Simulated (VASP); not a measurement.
# Bulk modulus of diamond and zinc-blende semiconductors: measurement against PBE

Computed values from VASP (plane waves, PAW); cells keep the symmetry of their structure type. Static lattice, from a third-order Birch-Murnaghan fit over five volumes at each level.

Here x stands for PBE B0 and y for measured B0.

```csv
solid,PBE B0 (GPa),measured B0 (GPa),cut-off (eV),basis of the measured value
InSb,36.8,46.1,520,"0 K, zero-point corrected"
InAs,48.4,58.6,520,"0 K, zero-point corrected"
Ge,59.0,77.3,520,"0 K, zero-point corrected"
InP,59.4,72.0,520,"0 K, zero-point corrected"
AlAs,67.3,75.0,520,"0 K, zero-point corrected"
GaP,76.3,89.6,520,"0 K, zero-point corrected"
SiC,212.2,?,520,"0 K, zero-point corrected"
```

Taking a straight line for y over the 6 complete rows: With u = x - 58, the rows have u = -21.200, -9.600, 1.000, 1.400, 9.300, 18.300. Means: u -0.13333, y 69.77. About the means, the sum of products is 1031.2 and the sum of squares of u is 965.83; the slope is their ratio. Least squares gives y = 69.91 + 1.0677·u. Residuals (row less fit): -1.17, -1.06, 6.32, 0.60, -4.84, 0.15; standard error 4.07 (degrees of freedom: 4). The slope is 1.07 with a standard error of 0.13. Before the fit, PBE less measured has mean -11.90, mean absolute 11.90 and median absolute 11.40 GPa over these 6 rows.

What does the fit predict for y at x = 212.2, and how far is the measured value from it?

u = 154.200, so y = 69.91 + 1.0677 × 154.200 = 234.55 GPa. The measured value is 229.1 GPa, 5.45 GPa below the prediction (3.0 % of the range of y in the table). The row lies outside the fitted rows, so this is an extrapolation. From the scatter of the fitted rows alone, a prediction at this place has a standard error of 20.69 GPa, so the miss is 0.3 times that.

Plain PBE misses this row by -16.9 GPa. The rows are a random draw of 7 from the 13 solids that have both values on this basis (zero-point corrected by the source), of 26 computed in this series. Not drawn: V to Ni and open 4f shells, rows kept for tests, unfit runs, cells that left their space group, values derived or compiled from fits, values whose temperature is given only as extrapolated, encyclopaedia, home-page and unnamed sources, sources from 2025 on. Measured values as quoted by these papers, many of them computational: InSb Daniel Mejia-Rodriguez et al., Physical Review B (2018), arXiv:1807.09216; InAs Daniel Mejia-Rodriguez et al., Physical Review B (2018), arXiv:1807.09216; Ge Tanner et al., (2021), arXiv:2110.11888; InP Daniel Mejia-Rodriguez et al., Physical Review B (2018), arXiv:1807.09216; AlAs Daniel Mejia-Rodriguez et al., Physical Review B (2018), arXiv:1807.09216; GaP Daniel Mejia-Rodriguez et al., Physical Review B (2018), arXiv:1807.09216; SiC Daniel Mejia-Rodriguez et al., Physical Review B (2018), arXiv:1807.09216.
